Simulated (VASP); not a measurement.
```xyz
4
Lattice="4.3979 0.0000 0.0000 0.0000 3.2968 0.0000 0.0000 0.0000 18.1335" Properties=species:S:1:pos:R:3 pbc="T T T"
P      2.5573     0.0000    10.1235
P      4.0396     1.6484    10.1235
P      1.8406     0.0000     8.0100
P      0.3583     1.6484     8.0100
```

Level of theory: PBEsol GGA, VASP's PBE PAW potentials (set 64) (plane waves; VASP). Numerical set-up: 400 eV cut-off, Gaussian smearing of 0.050 eV, potentials P.

The cell holds a wide vacuum, so values per volume refer to the whole cell.

**Question.** Estimate the band gap (along the path) with the smallest direct gap where there is one.

**Answer.** 
```yaml
band gap (along the path): 0.71 eV
smallest direct gap (along the path): 0.71 eV
```

Total energies compare only between runs with the same potentials, cut-off and functional.

The cell is a sheet with vacuum, built from a generated structure.
